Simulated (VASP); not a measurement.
# SnAs: density of states with LDA

Crystal: SnAs.

```
CELL_PARAMETERS angstrom
0.00000 2.83114 2.83114
2.83114 0.00000 2.83114
2.83114 2.83114 0.00000
ATOMIC_POSITIONS crystal
Sn 0.00000 0.00000 0.00000
As 0.50000 0.50000 0.50000
```

```
Program                 : VASP 6.6.1
Task                    : density of states
Functional              : LDA
Potentials or basis     : VASP PAW LDA potentials, release 64 (Sn_d, As)
Cutoff                  : 350 eV
k mesh                  : 6 × 6 × 6
Occupations             : gaussian, width 0.1 eV
Spin                    : no spin polarisation
k mesh for the DOS      : 9 × 9 × 9
Occupations for the DOS : tetrahedron
Further INCAR settings  : ALGO = Normal; EDIFF = 1e-07; NBANDS = 16
```

| Quantity | Value |
| --- | --- |
| Valence electrons inside the program's atomic spheres | Sn 12.23; As 2.78 |

Levels at points of the mesh, in eV from the Fermi level:
```
           k point  band 6  band 7  band 8  band 9  band 10  band 11  band 12  band 13  band 14  band 15
(0.00, 0.00, 0.00)  -13.46   -2.57   -1.15   -1.15    -1.15     5.54     5.54     5.54     6.07     6.07
```

States per cell in windows of 0.5 eV (zero at the Fermi level; states under -8 eV left out):
```
from (eV)  total  As2_p  Sn1_p  Sn1_s  Sn1_d  As2_s  As2_d
     -8.0   0.50   0.04   0.01   0.24   0.00   0.02   0.00
     -7.5   0.49   0.04   0.01   0.23   0.00   0.04   0.00
     -7.0   0.31   0.03   0.01   0.13   0.00   0.04   0.00
     -6.5   0.24   0.02   0.01   0.09   0.00   0.04   0.00
     -6.0   0.14   0.02   0.01   0.04   0.00   0.02   0.00
     -5.5   0.25   0.04   0.04   0.03   0.00   0.02   0.00
     -5.0   0.33   0.06   0.06   0.02   0.00   0.01   0.00
     -4.5   0.35   0.07   0.06   0.02   0.00   0.01   0.00
     -4.0   0.43   0.10   0.08   0.01   0.01   0.01   0.00
     -3.5   0.62   0.15   0.12   0.01   0.01   0.01   0.00
     -3.0   0.59   0.15   0.11   0.02   0.01   0.01   0.00
     -2.5   0.59   0.16   0.10   0.02   0.01   0.01   0.00
     -2.0   0.60   0.18   0.09   0.02   0.01   0.01   0.00
     -1.5   0.62   0.20   0.09   0.03   0.02   0.01   0.00
     -1.0   0.42   0.12   0.06   0.03   0.01   0.01   0.00
     -0.5   0.32   0.07   0.05   0.04   0.01   0.01   0.00
      0.0   0.60   0.13   0.10   0.08   0.02   0.02   0.01
      0.5   0.32   0.06   0.06   0.04   0.01   0.02   0.01
      1.0   0.07   0.01   0.01   0.01   0.00   0.01   0.00
      1.5   0.24   0.02   0.09   0.00   0.00   0.01   0.01
      2.0   0.66   0.07   0.23   0.01   0.01   0.03   0.02
      2.5   0.56   0.07   0.17   0.02   0.02   0.03   0.02
      3.0   0.61   0.08   0.14   0.02   0.03   0.02   0.02
      3.5   0.66   0.09   0.12   0.02   0.04   0.01   0.03
      4.0   0.58   0.11   0.13   0.03   0.02   0.01   0.02
      4.5   0.72   0.14   0.13   0.03   0.03   0.01   0.03
      5.0   0.67   0.13   0.11   0.02   0.03   0.01   0.03
      5.5   0.47   0.09   0.09   0.01   0.02   0.00   0.02
      6.0   0.68   0.12   0.14   0.01   0.04   0.01   0.03
      6.5   0.68   0.12   0.14   0.01   0.04   0.01   0.03
      7.0   0.72   0.10   0.15   0.01   0.05   0.01   0.03
      7.5   0.67   0.10   0.14   0.01   0.05   0.00   0.03
```

Wall time 8.3 s on 1 thread of AMD EPYC 9R45 96-Core Processor (Zen 5), on a shared host, peak memory 0.1 GiB.
